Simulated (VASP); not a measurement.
# CrB2 with PBEsol + U: from relaxation to properties, part 2 of 10

Wanted: the relaxed cell of CrB2 and its properties. The start is a cell from a database of measured crystal structures.

VASP 6.6.1, plane waves and PAW; the level of theory is named at each step.

Still holding for the runs below: A U on the itinerant d states of such a compound is hard to justify; it moves the bands at the Fermi level and favours large moments.

So far. Step 2 (Magnetic order: ferromagnetic): The run ends ferromagnetic with a largest moment of 2.43 μB, and the mesh shows no gap.

## Step 3: Magnetic order: antiferromagnetic, q = (0, 0, 1/2)

This step: PBEsol, DFT+U (Cr d 3 eV), spin-polarised from an antiferromagnetic start; plane waves and PAW (Cr_pv, B) (VASP 6.6.1).

System of this step: CrB2. It takes space group P6/mmm (No. 191, hexagonal). The conventional cell has a = 2.970 Å, b = 2.970 Å, c = 3.070 Å, α = 90.00°, β = 90.00°, γ = 120.00°. Cr has 12 B at 2.30 Å nearest. Nearest to B lie 3 B at 1.71 Å and 6 Cr at 2.30 Å. Farther neighbours are not listed.

Next, a pattern with opposite moments, which needs a doubled cell; q is given in the reciprocal vectors of the primitive cell.

The input, INCAR:

```
SYSTEM = CrB2
PREC = Accurate
ENCUT = 420
EDIFF = 1E-06
NELM = 100
ISMEAR = 0
SIGMA = 0.05
LREAL = .FALSE.
ALGO = Normal
GGA = PS
NBANDS = 27
ISPIN = 2
MAGMOM = 3 -3 0 0 0 0
LDAU = .TRUE.
LDAUTYPE = 2
LDAUL = 2 -1
LDAUU = 3 0
LDAUJ = 0 0
LDAUPRINT = 1
LASPH = .TRUE.
LMAXMIX = 4
LORBIT = 11
LWAVE = .FALSE.
LCHARG = .FALSE.
KPAR = 8
ISIF = 2
```

The input, POSCAR:

```
CrB2
1.0
    2.9700000000      0.0000000000      0.0000000000
   -1.4850000000      2.5720954492      0.0000000000
    0.0000000000      0.0000000000      6.1400000000
Cr B
2 4
Direct
    0.0000000000      0.0000000000      0.0000000000
    0.0000000000      0.0000000000      0.5000000000
    0.3333333333      0.6666666667      0.2500000000
    0.3333333333      0.6666666667      0.7500000000
    0.6666666667      0.3333333333      0.2500000000
    0.6666666667      0.3333333333      0.7500000000
```

The input, KPOINTS:

```
Automatic mesh
0
Gamma
9 9 4
0 0 0
```

PAW data sets: Cr_pv and B (PBE family, release 64).

On the command line:

```console
$ mpirun -np 8 vasp_std
```

Log:

```text
[banner, memory and clock lines left out]
running    8 mpi-ranks, on    1 nodes
 distrk:  each k-point on    1 cores,    8 groups
 distr:  one band on    1 cores,    1 groups

 POSCAR found type information on POSCAR CrB
 POSCAR found :  2 types and       6 ions
 [... a notice as in an earlier step ...]

 [... a notice as in an earlier step ...]

 LDA part: xc-table for (Slater+PW92), standard interpolation
 POSCAR, INCAR and KPOINTS ok, starting setup
 FFT: planning ... GRIDC
 FFT: planning ... GRID_SOFT
 FFT: planning ... GRID
 WAVECAR not read
 entering main loop
       N       E                     dE             d eps       ncg     rms          rms(c)
DAV:   1     0.316732214820E+03    0.31673E+03   -0.16724E+04  3928   0.125E+03
DAV:   2    -0.358739555798E+02   -0.35261E+03   -0.34011E+03  3915   0.399E+02
DAV:   3    -0.551492983153E+02   -0.19275E+02   -0.18812E+02  4771   0.982E+01
DAV:   4    -0.555455477028E+02   -0.39625E+00   -0.39329E+00  4665   0.131E+01
DAV:   5    -0.555566483288E+02   -0.11101E-01   -0.11093E-01  5224   0.209E+00    0.341E+01
DAV:   6    -0.495654375535E+02    0.59912E+01   -0.12575E+02  4706   0.921E+01    0.277E+01
DAV:   7    -0.447033429712E+02    0.48621E+01   -0.46430E+01  4316   0.654E+01    0.919E+00
DAV:   8    -0.449612492688E+02   -0.25791E+00   -0.23755E+00  4628   0.941E+00    0.473E+00
DAV:   9    -0.450053406311E+02   -0.44091E-01   -0.54444E-01  5195   0.571E+00    0.217E+00
DAV:  10    -0.450522194931E+02   -0.46879E-01   -0.15943E-01  4606   0.378E+00    0.122E+00
DAV:  11    -0.450594668940E+02   -0.72474E-02   -0.21670E-02  5188   0.101E+00    0.514E-01
DAV:  12    -0.450613645785E+02   -0.18977E-02   -0.40781E-03  4951   0.421E-01    0.234E-01
DAV:  13    -0.450615335786E+02   -0.16900E-03   -0.70982E-04  5079   0.174E-01    0.927E-02
DAV:  14    -0.450615978635E+02   -0.64285E-04   -0.73898E-05  4713   0.680E-02    0.335E-02
DAV:  15    -0.450616038710E+02   -0.60075E-05   -0.11731E-05  4952   0.276E-02    0.105E-02
DAV:  16    -0.450616056031E+02   -0.17321E-05   -0.94047E-07  2700   0.836E-03    0.542E-03
DAV:  17    -0.450616057018E+02   -0.98684E-07   -0.55688E-07  2600   0.688E-03
   1 F= -.45061606E+02 E0= -.45060721E+02  d E =-.176882E-02  mag=    -0.0000
```

It took 7.6 s on 8 MPI ranks of Intel Xeon 6975P-C (Granite Rapids), shared host; peak memory 1.5 GiB.

Parts of OUTCAR (step 3):

```text
  LATTYP: Found a hexagonal cell.
 ALAT       =     2.9700000000
 C/A-ratio  =     2.0673400673

The static configuration has the point symmetry D_6h.

 Found     36 irreducible k-points:

   k-points           NKPTS =     36   k-points in BZ     NKDIM =     36   number of bands    NBANDS=     27

   dimension x,y,z NGX =    20 NGY =   20 NGZ =   42
   dimension x,y,z NGXF=    40 NGYF=   40 NGZF=   84

   ENCUT  =  420.0 eV  30.87 Ry    5.56 a.u.   4.96  4.96 10.26*2*pi/ulx,y,z

   NELECT =      36.0000    total number of electrons

atom =   1  type =  1  l = 2

 onsite density matrix

spin component  1

  0.7975  0.0000 -0.0000  0.0000  0.0000
  0.0000  0.5129 -0.0000 -0.0000  0.0000
 -0.0000 -0.0000  0.8775 -0.0000 -0.0000
  0.0000 -0.0000 -0.0000  0.5129 -0.0000
  0.0000  0.0000 -0.0000 -0.0000  0.7975

spin component  2

  0.1643 -0.0000  0.0000 -0.0000 -0.0000
 -0.0000  0.2262  0.0000  0.0000 -0.0000
  0.0000  0.0000  0.0834  0.0000 -0.0000
 -0.0000  0.0000  0.0000  0.2262  0.0000
 -0.0000 -0.0000 -0.0000  0.0000  0.1643

 occupancies and eigenvectors

  o =  0.0834  v =  0.0000  0.0000  0.0000  0.0000  0.0000 -0.0000 -0.0000  1.0000 -0.0000  0.0000      0.0000  0.0000  0.0000  0.0000  0.0000  0.0000  0.0000  0.0000  0.0000  0.0000
  o =  0.1643  v =  0.0000  0.0000  0.0000  0.0000  0.0000  0.9994  0.0000 -0.0000  0.0000  0.0358      0.0000  0.0000  0.0000  0.0000  0.0000  0.0000  0.0000  0.0000  0.0000  0.0000
  o =  0.1643  v =  0.0000  0.0000  0.0000  0.0000  0.0000 -0.0358 -0.0000 -0.0000 -0.0000  0.9994      0.0000  0.0000  0.0000  0.0000  0.0000  0.0000  0.0000  0.0000  0.0000  0.0000
  o =  0.2262  v =  0.0000  0.0000  0.0000  0.0000  0.0000 -0.0000  1.0000  0.0000  0.0000  0.0000      0.0000  0.0000  0.0000  0.0000  0.0000  0.0000  0.0000  0.0000  0.0000  0.0000
  o =  0.2262  v =  0.0000  0.0000  0.0000  0.0000  0.0000 -0.0000 -0.0000  0.0000  1.0000  0.0000      0.0000  0.0000  0.0000  0.0000  0.0000  0.0000  0.0000  0.0000  0.0000  0.0000
  o =  0.5129  v =  0.0000 -1.0000 -0.0000  0.0000 -0.0000  0.0000  0.0000  0.0000  0.0000  0.0000      0.0000  0.0000  0.0000  0.0000  0.0000  0.0000  0.0000  0.0000  0.0000  0.0000
  o =  0.5129  v = -0.0000  0.0000  0.0000  1.0000 -0.0000  0.0000  0.0000  0.0000  0.0000  0.0000      0.0000  0.0000  0.0000  0.0000  0.0000  0.0000  0.0000  0.0000  0.0000  0.0000
  o =  0.7975  v = -0.0082 -0.0000  0.0000  0.0000  1.0000  0.0000  0.0000  0.0000  0.0000  0.0000      0.0000  0.0000  0.0000  0.0000  0.0000  0.0000  0.0000  0.0000  0.0000  0.0000
  o =  0.7975  v = -1.0000 -0.0000 -0.0000 -0.0000 -0.0082  0.0000  0.0000  0.0000  0.0000  0.0000      0.0000  0.0000  0.0000  0.0000  0.0000  0.0000  0.0000  0.0000  0.0000  0.0000
  o =  0.8775  v = -0.0000 -0.0000  1.0000 -0.0000 -0.0000  0.0000  0.0000  0.0000  0.0000  0.0000      0.0000  0.0000  0.0000  0.0000  0.0000  0.0000  0.0000  0.0000  0.0000  0.0000

atom =   2  type =  1  l = 2

 onsite density matrix

spin component  1

  0.1643 -0.0000  0.0000 -0.0000  0.0000
 -0.0000  0.2262 -0.0000 -0.0000 -0.0000
  0.0000 -0.0000  0.0834  0.0000 -0.0000
 -0.0000 -0.0000  0.0000  0.2262  0.0000
  0.0000 -0.0000 -0.0000  0.0000  0.1643

spin component  2

  0.7975  0.0000 -0.0000  0.0000 -0.0000
  0.0000  0.5129 -0.0000 -0.0000  0.0000
 -0.0000 -0.0000  0.8775 -0.0000 -0.0000
  0.0000 -0.0000 -0.0000  0.5129 -0.0000
 -0.0000  0.0000 -0.0000 -0.0000  0.7975

 occupancies and eigenvectors

  o =  0.0834  v = -0.0000  0.0000  1.0000 -0.0000  0.0000  0.0000  0.0000  0.0000  0.0000  0.0000      0.0000  0.0000  0.0000  0.0000  0.0000  0.0000  0.0000  0.0000  0.0000  0.0000
  o =  0.1643  v =  1.0000  0.0000  0.0000  0.0000 -0.0063  0.0000  0.0000  0.0000  0.0000  0.0000      0.0000  0.0000  0.0000  0.0000  0.0000  0.0000  0.0000  0.0000  0.0000  0.0000
  o =  0.1643  v = -0.0063 -0.0000  0.0000  0.0000 -1.0000  0.0000  0.0000  0.0000  0.0000  0.0000      0.0000  0.0000  0.0000  0.0000  0.0000  0.0000  0.0000  0.0000  0.0000  0.0000
  o =  0.2262  v =  0.0000 -1.0000 -0.0000  0.0000  0.0000  0.0000  0.0000  0.0000  0.0000  0.0000      0.0000  0.0000  0.0000  0.0000  0.0000  0.0000  0.0000  0.0000  0.0000  0.0000
  o =  0.2262  v = -0.0000  0.0000  0.0000  1.0000  0.0000  0.0000  0.0000  0.0000  0.0000  0.0000      0.0000  0.0000  0.0000  0.0000  0.0000  0.0000  0.0000  0.0000  0.0000  0.0000
  o =  0.5129  v =  0.0000  0.0000  0.0000  0.0000  0.0000  0.0000  1.0000  0.0000  0.0000 -0.0000      0.0000  0.0000  0.0000  0.0000  0.0000  0.0000  0.0000  0.0000  0.0000  0.0000
  o =  0.5129  v =  0.0000  0.0000  0.0000  0.0000  0.0000  0.0000 -0.0000 -0.0000  1.0000  0.0000      0.0000  0.0000  0.0000  0.0000  0.0000  0.0000  0.0000  0.0000  0.0000  0.0000
  o =  0.7975  v =  0.0000  0.0000  0.0000  0.0000  0.0000  0.0000  0.0000  0.0000 -0.0000  1.0000      0.0000  0.0000  0.0000  0.0000  0.0000  0.0000  0.0000  0.0000  0.0000  0.0000
  o =  0.7975  v =  0.0000  0.0000  0.0000  0.0000  0.0000  1.0000  0.0000  0.0000  0.0000  0.0000      0.0000  0.0000  0.0000  0.0000  0.0000  0.0000  0.0000  0.0000  0.0000  0.0000
  o =  0.8775  v =  0.0000  0.0000  0.0000  0.0000  0.0000  0.0000 -0.0000 -1.0000 -0.0000  0.0000      0.0000  0.0000  0.0000  0.0000  0.0000  0.0000  0.0000  0.0000  0.0000  0.0000

 E-fermi :   9.9180

 spin component 1
 k-point     1 :       0.0000    0.0000    0.0000
  band No.  band energies     occupation
    ...
     15       8.3101      1.00000
     16       9.4286      1.00000
     17       9.4286      1.00000
     18       9.4847      1.00000
     19       9.4847      1.00000
     20      11.3384      0.00000
     21      11.3384      0.00000
     22      11.4480      0.00000
     23      13.6395      0.00000
     24      13.6395      0.00000
    ...

 k-point     2 :       0.1111   -0.0000    0.0000
  band No.  band energies     occupation
    ...
     13       7.0239      1.00000
     14       7.4054      1.00000
     15       7.5836      1.00000
     16       8.8412      1.00000
     17       9.3285      1.00000
     18       9.9827      0.03362
     19      10.0453      0.00016
     20      11.4674      0.00000
     21      11.7777      0.00000
     22      11.9188      0.00000
    ...

 k-point     3 :       0.2222   -0.0000    0.0000
  band No.  band energies     occupation
    ...
     13       6.3760      1.00000
     14       6.4205      1.00000
     15       7.0083      1.00000
     16       7.8587      1.00000
     17       9.0971      1.00000
     18      10.1410      0.00000
     19      10.9899      0.00000
     20      11.0391      0.00000
     21      12.3327      0.00000
     22      12.7844      0.00000
    ...

 k-point     4 :       0.3333    0.0000    0.0000
  band No.  band energies     occupation
    ...
     13       6.1319      1.00000
     14       6.4258      1.00000
     15       6.7054      1.00000
     16       7.3663      1.00000
     17       8.9955      1.00000
     18      10.0854      0.00000
     19      10.1505      0.00000
     20      12.0690      0.00000
     21      12.7592      0.00000
     22      13.1257      0.00000
    ...

  Total        3.4572026      3.4572026      0.5571664      0.0000000     -0.0000000     -0.0000000
  in kB      118.0928245    118.0928245     19.0319646      0.0000000     -0.0000000     -0.0000000
  external PRESSURE =      85.0725379 kB  Pullay stress =       0.0000000 kB

  energy-cutoff  :      420.00
  volume of cell :       46.90
      direct lattice vectors                 reciprocal lattice vectors
     2.970000000  0.000000000  0.000000000     0.336700337  0.194394030  0.000000000
    -1.485000000  2.572095449  0.000000000     0.000000000  0.388788060  0.000000000
     0.000000000  0.000000000  6.140000000     0.000000000  0.000000000  0.162866450

 POSITION                                       TOTAL-FORCE (eV/Angst)
 -----------------------------------------------------------------------------------
      0.00000      0.00000      0.00000        -0.000000      0.000000     -0.000000
      0.00000      0.00000      3.07000        -0.000000      0.000000      0.000000
     -0.00000      1.71473      1.53500        -0.000000      0.000000     -0.000000
     -0.00000      1.71473      4.60500         0.000000     -0.000000     -0.000000
      1.48500      0.85737      1.53500         0.000000     -0.000000     -0.000000
      1.48500      0.85737      4.60500        -0.000000     -0.000000     -0.000000
 -----------------------------------------------------------------------------------
    total drift:                               -0.000000      0.000000      0.000000

  FREE ENERGIE OF THE ION-ELECTRON SYSTEM (eV)
  ---------------------------------------------------
  free  energy   TOTEN  =       -45.0616057018 eV

  energy  without entropy=      -45.0598368853  energy(sigma->0) =      -45.06072129

 total charge
# of ion       s       p       d       tot
------------------------------------------
    1        0.284   6.359   4.325  10.968
    2        0.284   6.359   4.325  10.968
    3        0.691   1.358   0.000   2.050
    4        0.691   1.358   0.000   2.050
    5        0.691   1.358   0.000   2.050
    6        0.691   1.358   0.000   2.050
--------------------------------------------------
tot          3.333  18.151   8.651  30.134

 magnetization (x)
# of ion       s       p       d       tot
------------------------------------------
    1        0.015   0.021   2.627   2.663
    2       -0.015  -0.021  -2.627  -2.663
    3        0.000   0.000   0.000   0.000
    4        0.000   0.000   0.000   0.000
    5        0.000   0.000   0.000   0.000
    6        0.000   0.000   0.000   0.000
--------------------------------------------------
tot          0.000   0.000   0.000   0.000

[... 1 part as in an earlier step ...]

[... 6 further parts left out ...]
```

At this level the cell is under a pressure of 8.5 GPa, so at these settings it is away from equilibrium.

This step gave:

* SCF cycles: 17
* electrons: 36
* bands: 27
* irreducible k-points: 36
* free energy (TOTEN): -45.06 eV
* energy at zero smearing: -45.06 eV
* Fermi energy: 9.918 eV
* pressure: 8.507 GPa

Spin moment in the PAW sphere by atom:

```csv
atom,spin moment in the PAW sphere (μB)
Cr1,2.66
Cr2,-2.66
B3,0.00
B4,0.00
B5,0.00
B6,0.00
```

The energy lies -6.9 meV an atom from the first pattern. The run ends antiferromagnetic with a largest moment of 2.66 μB, and the mesh shows no gap.

(Continued in part 3 of 10.)

[Lines on the potential files, build, host, timing and source positions are cut from VASP's logs without a mark.]

[Logs are printed without paths, hosts, clocks, repeated set-up lines and the standing remarks that a program may print on its own settings, such as how far it seeks lower states.]

[Hosts, paths, dates, database ids (printed as entryN), source tags and the programs' standing remarks are cut or masked in the printed files.]

[A measured line is paired with the nearest computed mode of its activity, which favours agreement.]
